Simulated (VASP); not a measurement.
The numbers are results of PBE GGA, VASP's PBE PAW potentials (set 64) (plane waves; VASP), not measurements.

VASP input:

KPOINTS:
```
Automatic mesh
0
Gamma
10 10 10
0 0 0
```

INCAR:
```
# general
SYSTEM  = InAs
PREC    = Accurate
ENCUT   = 500
LREAL   = F
LASPH   = T

# electronic loop
EDIFF   = 1E-6
NELM    = 100
ALGO    = Normal
LMAXMIX = 4

# smearing
ISMEAR  = 1
SIGMA   = 0.1

# functional
GGA     = PE

# ions
IBRION  = 2
NSW     = 40
ISIF    = 3
EDIFFG  = -0.02

# output
LWAVE   = F
LCHARG  = F
```

File POSCAR:
```
InAs
1
    0.0000000000     3.0929167403     3.0929167403
    3.0929167403     0.0000000000     3.0929167403
    3.0929167403     3.0929167403     0.0000000000
In As
1 1
Direct
  0.0000000000   0.0000000000   0.0000000000
  0.2500000000   0.2500000000   0.2500000000
```

POTCAR, in this order: In_d As (PBE.64 set). Program: vasp_std.

The resulting files:

OSZICAR:
```
       N       E                     dE             d eps       ncg     rms          rms(c)
DAV:   1     0.110558160633E+03    0.11056E+03   -0.82565E+03  1227   0.143E+03
DAV:   2     0.204674595122E+00   -0.11035E+03   -0.10747E+03  1287   0.318E+02
DAV:   3    -0.775985176991E+01   -0.79645E+01   -0.79134E+01  1612   0.895E+01
DAV:   4    -0.796545447473E+01   -0.20560E+00   -0.20544E+00  1390   0.165E+01
DAV:   5    -0.797391712609E+01   -0.84627E-02   -0.84621E-02  1814   0.288E+00    0.405E+00
DAV:   6    -0.773587698510E+01    0.23804E+00   -0.44435E-01  1820   0.118E+01    0.228E+00
DAV:   7    -0.771695314792E+01    0.18924E-01   -0.12597E-01  1685   0.326E+00    0.692E-01
DAV:   8    -0.771813354051E+01   -0.11804E-02   -0.12046E-02  1457   0.156E+00    0.173E-01
DAV:   9    -0.771881691322E+01   -0.68337E-03   -0.12575E-03  1487   0.442E-01    0.108E-01
DAV:  10    -0.771893022665E+01   -0.11331E-03   -0.16258E-04  1676   0.160E-01    0.694E-02
DAV:  11    -0.771897470489E+01   -0.44478E-04   -0.15575E-04  1292   0.131E-01    0.558E-02
DAV:  12    -0.771897693740E+01   -0.22325E-05   -0.10951E-05  1317   0.269E-02    0.153E-02
DAV:  13    -0.771897722520E+01   -0.28781E-06   -0.19811E-06  1400   0.910E-03
   1 F= -.77189772E+01 E0= -.77190571E+01  d E =-.771898E+01
```

### OUTCAR
```
------------------------ aborting loop because EDIFF is reached ----------------------------------------
  FORCE on cell =-STRESS in cart. coord.  units (eV):
  Direction    XX          YY          ZZ          XY          YZ          ZX
  --------------------------------------------------------------------------------------
  Total        0.0234330      0.0234330      0.0234330     -0.0000000     -0.0000000     -0.0000000
  in kB        0.6344601      0.6344601      0.6344601     -0.0000000     -0.0000000     -0.0000000
  external PRESSURE =       0.6344601 kB  Pullay stress =       0.0000000 kB
  volume of cell :       59.17
      direct lattice vectors                 reciprocal lattice vectors
     0.000000000  3.092916740  3.092916740    -0.161659702  0.161659702  0.161659702
     3.092916740  0.000000000  3.092916740     0.161659702 -0.161659702  0.161659702
     3.092916740  3.092916740  0.000000000     0.161659702  0.161659702 -0.161659702
  FREE ENERGIE OF THE ION-ELECTRON SYSTEM (eV)
  ---------------------------------------------------
  free  energy   TOTEN  =        -7.7189772252 eV

  energy  without entropy=       -7.7192167252  energy(sigma->0) =       -7.71905706

 reached required accuracy - stopping structural energy minimisation
```
(Selected blocks of OUTCAR.)

The compound is InAs in the zinc blende structure. It was relaxed first, which changed the volume by +6 %.
